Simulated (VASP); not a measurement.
Input:

```
CELL_PARAMETERS angstrom
      2.54846     0.00000     0.00000
     -1.27423     2.20703     0.00000
      0.00000     0.00000     6.42844
ATOMIC_POSITIONS crystal
  Cu 0.00000 0.00000 0.00000
  Cu 0.00000 0.00000 0.50000
  F  0.33333 0.66667 0.25000
  F  0.66667 0.33333 0.75000
```

Level of theory: PBEsol GGA, VASP's PBE PAW potentials (set 64) (plane waves; VASP 6.6.1). Settings: 620 eV cut-off, 14×14×5 Γ-centred mesh, first-order Methfessel-Paxton smearing of 0.10 eV, potentials Cu F.

**Question.** What does the run give for the energy per atom (σ→0), pressure, band gap (on the k-mesh) with the smallest direct gap where there is one?

**Answer.** 
```json
{
  "band gap (on the k-mesh)": "none (metal, semimetal or under 0.01 eV)",
  "energy per atom (σ→0)": "-3.830 eV/atom",
  "pressure": "20.07 GPa"
}
```

The absolute energy has meaning only against runs of the same code, potentials and settings.

The structure was generated: CuF was put into the NiAs type type (P6_3/mmc), which need not be its known phase. It was relaxed first under an external pressure of 20 GPa.
